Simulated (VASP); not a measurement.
Level of theory: PBE GGA, VASP's PBE PAW potentials (set 64) (plane waves; VASP).

A VASP calculation is set up with these files.

File KPOINTS:
```
Automatic mesh
0
Gamma
6 6 6
0 0 0
```

### INCAR
```
LREAL=.FALSE.   # projection in real space or not
PSTRESS=10
EDIFFG=-0.01
ISIF=3   # ions, shape and volume
IBRION=2   # conjugate gradients
SIGMA=0.05   # width (eV)
LMAXMIX=4   # l cut-off of mixed one-centre charges
PREC=Accurate
ISMEAR=0
LWAVE=.FALSE.
LASPH=.TRUE.
LCHARG=.FALSE.
SYSTEM=PbF2
NSW=40   # most ionic steps
ALGO=Normal
NELM=100   # most electronic steps
ENCUT=600   # plane-wave cut-off (eV)
GGA=PE
EDIFF=1E-7
```

POSCAR:
```
PbF2
1
    0.0000000000     2.9823102017     2.9823102017
    2.9823102017     0.0000000000     2.9823102017
    2.9823102017     2.9823102017    -0.0000000000
Pb F
1 2
Direct
  0.0000000000   0.0000000000   0.0000000000
  0.2500000000   0.2500000000   0.2500000000
  0.7500000000   0.7500000000   0.7500000000
```

POTCAR, in this order: Pb_d F (PBE.64 set). Program: vasp_std.

Output of the run:

**OUTCAR**
```
 ion  position               nearest neighbor table
   1  0.000  0.000  0.000-   3 2.58   3 2.58   3 2.58   2 2.58   3 2.58   2 2.58   2 2.58   2 2.58
  LATTYP: Found a face centered cubic cell.
 ALAT       =     5.9646204034
 Subroutine PRICEL returns:
 Original cell was already a primitive cell.
 Subroutine GETGRP returns: Found 48 space group operations
The static configuration has the point symmetry O_h .
The dynamic configuration has the point symmetry O_h .
 Subroutine INISYM returns: Found 48 space group operations
 Subroutine IBZKPT returns following result:
 Found     16 irreducible k-points:

 Following reciprocal coordinates:
            Coordinates               Weight
  0.000000  0.000000  0.000000      1.000000
  0.166667  0.000000  0.000000      8.000000
  0.333333  0.000000  0.000000      8.000000
  0.500000  0.000000  0.000000      4.000000
  0.166667  0.166667  0.000000      6.000000
  0.333333  0.166667  0.000000     24.000000
  0.500000  0.166667  0.000000     24.000000
 -0.333333  0.166667  0.000000     24.000000
 -0.166667  0.166667  0.000000     12.000000
  0.333333  0.333333  0.000000      6.000000
  0.500000  0.333333  0.000000     24.000000
 -0.333333  0.333333  0.000000     12.000000
  0.500000  0.500000  0.000000      3.000000
  0.500000  0.333333  0.166667     24.000000
 -0.333333  0.333333  0.166667     24.000000
 -0.333333  0.500000  0.166667     12.000000
   k-points           NKPTS =     16   k-points in BZ     NKDIM =     16   number of bands    NBANDS=     18
   number of dos      NEDOS =    301   number of ions     NIONS =      3
   total plane-waves  NPLWV =  46656
   dimension x,y,z NGX =    36 NGY =   36 NGZ =   36
   dimension x,y,z NGXF=    72 NGYF=   72 NGZF=   72
   ions per type =               1   2
   PREC   = accura    normal or accurate (medium, high low for compatibility)
   ISTART =      0    job   : 0-new  1-cont  2-samecut
   ICHARG =      2    charge: 1-file 2-atom 10-const
...
```

OSZICAR:
```
       N       E                     dE             d eps       ncg     rms          rms(c)
DAV:   1     0.320436525906E+03    0.32044E+03   -0.16235E+04   578   0.194E+03
DAV:   2     0.140128454808E+02   -0.30642E+03   -0.29560E+03   646   0.483E+02
DAV:   3    -0.153569680396E+02   -0.29370E+02   -0.29100E+02   666   0.160E+02
DAV:   4    -0.162868095710E+02   -0.92984E+00   -0.92797E+00   604   0.303E+01
DAV:   5    -0.163204925200E+02   -0.33683E-01   -0.33681E-01   654   0.592E+00    0.802E+00
DAV:   6    -0.143634865772E+02    0.19570E+01   -0.10451E+01   744   0.271E+01    0.274E+00
DAV:   7    -0.143558740214E+02    0.76126E-02   -0.45962E-01   586   0.471E+00    0.156E+00
DAV:   8    -0.143513666602E+02    0.45074E-02   -0.10251E-01   580   0.398E+00    0.488E-01
DAV:   9    -0.143490185767E+02    0.23481E-02   -0.19935E-02   662   0.109E+00    0.103E-01
DAV:  10    -0.143501922232E+02   -0.11736E-02   -0.16242E-03   576   0.444E-01    0.290E-02
DAV:  11    -0.143501792282E+02    0.12995E-04   -0.12038E-04   632   0.114E-01    0.115E-02
DAV:  12    -0.143501900811E+02   -0.10853E-04   -0.48983E-05   646   0.730E-02    0.112E-02
DAV:  13    -0.143501880327E+02    0.20484E-05   -0.18973E-05   728   0.469E-02    0.208E-03
DAV:  14    -0.143501880477E+02   -0.14944E-07   -0.82055E-07   594   0.716E-03
   1 F= -.14019074E+02 E0= -.14019074E+02  d E =-.140191E+02
```

### OUTCAR
```
------------------------ aborting loop because EDIFF is reached ----------------------------------------
  FORCE on cell =-STRESS in cart. coord.  units (eV):
  Direction    XX          YY          ZZ          XY          YZ          ZX
  --------------------------------------------------------------------------------------
  Total        0.3362669      0.3362669      0.3362669      0.0000000      0.0000000     -0.0000000
  in kB       10.1556145     10.1556145     10.1556145      0.0000000      0.0000000     -0.0000000
  external PRESSURE =       0.1556145 kB  Pullay stress =      10.0000000 kB
  volume of cell :       53.05
      direct lattice vectors                 reciprocal lattice vectors
     0.000000000  2.982310202  2.982310202    -0.167655263  0.167655263  0.167655263
     2.982310202  0.000000000  2.982310202     0.167655263 -0.167655263  0.167655263
     2.982310202  2.982310202  0.000000000     0.167655263  0.167655263 -0.167655263
 POSITION                                       TOTAL-FORCE (eV/Angst)
 -----------------------------------------------------------------------------------
      0.00000      0.00000      0.00000        -0.000000     -0.000000     -0.000000
      1.49116      1.49116      1.49116        -0.000000     -0.000000     -0.000000
      4.47347      4.47347      4.47347         0.000000      0.000000      0.000000
 -----------------------------------------------------------------------------------
    total drift:                                0.000000      0.000000      0.000000
  FREE ENERGIE OF THE ION-ELECTRON SYSTEM (eV)
  ---------------------------------------------------
  free  energy   TOTEN  =       -14.3501880477 eV

  energy  without entropy=      -14.3501880477  energy(sigma->0) =      -14.35018805
  enthalpy is  TOTEN    =       -14.0190738099 eV   P V=        0.3311142378

 reached required accuracy - stopping structural energy minimisation
```
(Selected blocks of OUTCAR.)

OUTCAR:
```
 val. band max:        1.6392421430   @ k =  -0.3333   0.3333   0.1667

 cond. band min:       6.0772718138   @ k =   0.5000   0.5000   0.0000


 Fermi energy:         1.9277408852

 k-point     1 :       0.0000    0.0000    0.0000
  band No.  band energies     occupation
      1     -19.2873      2.00000
      2     -18.7006      2.00000
      3     -12.7578      2.00000
      4     -12.7578      2.00000
      5     -12.7578      2.00000
      6     -12.7090      2.00000
      7     -12.7090      2.00000
      8      -2.9832      2.00000
      9      -0.6954      2.00000
     10      -0.6954      2.00000
     11      -0.6954      2.00000
     12      -0.2036      2.00000
     13      -0.2036      2.00000
     14      -0.2036      2.00000
     15       8.4146      0.00000
     16       8.4146      0.00000
     17       8.4146      0.00000
     18      12.2517      0.00000

 k-point     2 :       0.1667    0.0000    0.0000
  band No.  band energies     occupation
      1     -19.2382      2.00000
      2     -18.7450      2.00000
      3     -12.7487      2.00000
      4     -12.7487      2.00000
      5     -12.7080      2.00000
      6     -12.7080      2.00000
      7     -12.7076      2.00000
      8      -3.3712      2.00000
      9      -0.8762      2.00000
     10      -0.7445      2.00000
     11      -0.7445      2.00000
     12      -0.2458      2.00000
     13      -0.2458      2.00000
     14       0.4013      2.00000
     15       7.6263      0.00000
     16       8.6238      0.00000
     17       8.6238      0.00000
     18      13.6294      0.00000

 k-point     3 :       0.3333    0.0000    0.0000
  band No.  band energies     occupation
      1     -19.1209      2.00000
      2     -18.8497      2.00000
      3     -12.7429      2.00000
      4     -12.7429      2.00000
      5     -12.6937      2.00000
      6     -12.6937      2.00000
      7     -12.6112      2.00000
      8      -3.9426      2.00000
      9      -1.1074      2.00000
...
```

Unless said otherwise, spin-orbit coupling is left out, though it shifts the bands of the heavy elements here.

The compound is PbF2 in the fluorite structure, the β form. It was relaxed first under an external pressure of 1 GPa.
